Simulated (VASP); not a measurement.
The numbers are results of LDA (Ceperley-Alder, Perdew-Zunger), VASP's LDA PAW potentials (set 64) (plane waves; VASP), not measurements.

The input files of a VASP run:

File POSCAR:
```
Ca(CuP)2
5.6051460
 -0.3573939020   0.3573939020   0.8628669084
  0.3573939020  -0.3573939020   0.8628669084
  0.3573939020   0.3573939020  -0.8628669084
Ca Cu P
1 2 2
Cart
  0.0005182212   0.0162128170  -0.0007748545
 -0.0017673128   0.3734269498   0.4318847336
  0.3573638809  -0.0019413637   0.4301287994
 -0.0018691701  -0.0024474334   1.0702000206
  0.0031479255  -0.0278567103   0.6571628889
```

KPOINTS:
```
K-points
0
Gamma
  9 9 9
```

**INCAR**
```
! general
SYSTEM  = Ca(CuP)2
PREC    = Accurate
ENCUT   = 300
LREAL   = F
LASPH   = T

! electronic loop
EDIFF   = 1E-6
NELM    = 100
ALGO    = Normal
LMAXMIX = 4

! smearing
ISMEAR  = 0
SIGMA   = 0.1

! ions
ISIF    = 2

! output
LWAVE   = F
LCHARG  = F
```

POTCAR, in this order: Ca_sv Cu P (LDA.64 set). Program: vasp_std.

At this cut-off the stress carries a Pulay error, which pulls relaxed volumes low.

Task: What does the run give for the energy per atom (σ→0), pressure, largest force, band gap (on the k-mesh)?

Result: 
The energy per atom (σ→0) comes out as -5.342 eV/atom and the band gap (on the k-mesh) comes out as none (metal, semimetal or under 0.01 eV). The pressure is -48.9 kbar and the largest force comes out as 1.383 eV/Å.

File OSZICAR:
```
...
DAV:  10    -0.267182637464E+02    0.11320E-02   -0.28193E-02 32627   0.313E+00    0.406E-01
DAV:  11    -0.267160354622E+02    0.22283E-02   -0.89301E-03 31610   0.328E+00    0.233E-01
DAV:  12    -0.267154570792E+02    0.57838E-03   -0.36720E-03 31148   0.191E+00    0.121E-01
DAV:  13    -0.267154783383E+02   -0.21259E-04   -0.63720E-04 28699   0.346E-01    0.515E-02
DAV:  14    -0.267154856430E+02   -0.73047E-05   -0.72194E-05 30457   0.161E-01    0.316E-02
DAV:  15    -0.267154693804E+02    0.16263E-04   -0.78232E-05 31898   0.179E-01    0.963E-03
DAV:  16    -0.267154698835E+02   -0.50315E-06   -0.99061E-06 23836   0.223E-02
   1 F= -.26715470E+02 E0= -.26711879E+02  d E =-.718095E-02
```

The structure comes from a computed database's CaCu2P2 entry (I4/mmm); how it stands against other phases isn't given here. The cell was not relaxed at this level, atoms are displaced from their ideal sites.
